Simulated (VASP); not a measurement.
Here is the system:

```
CELL_PARAMETERS angstrom
      2.73747     0.00000     0.00000
      0.00000     2.86075     0.00000
      0.00000     0.00000     3.60873
ATOMIC_POSITIONS crystal
  Cu 0.00000 0.00000 0.00000
  Au 0.51289 0.50000 0.50000
```

Calculation: PBE GGA + U (Dudarev), VASP's PBE PAW potentials (set 64) (plane waves; VASP). Run with 400 eV cut-off, 12×11×9 Γ-centred mesh, first-order Methfessel-Paxton smearing of 0.10 eV, potentials Cu Au, U − J: Cu 5.00 eV.

Unless said otherwise, spin-orbit coupling is left out, though it shifts the bands of the heavy elements here.

Predict the energy per atom (σ→0), pressure, largest force, band gap (on the k-mesh) with the smallest direct gap where there is one.

```json
{
 "band gap (on the k-mesh)": "none (metal, semimetal or under 0.01 eV)",
 "energy per atom (σ→0)": "-2.723 eV/atom",
 "pressure": "7.98 GPa",
 "largest_force": "0.127 eV/Å"
}
```

The absolute energy has meaning only against runs of the same code, potentials and settings.

The compound is CuAu in the L1_0 structure. The cell was not relaxed at this level, atoms are displaced from their ideal sites. The run is one of a series of settings (LDAU = .TRUE., LDAUJ = 0 0, LDAUL = 2 -1, LDAUTYPE = 2, LDAUU = 5.0 0 against the base run), some of them coarse on purpose.
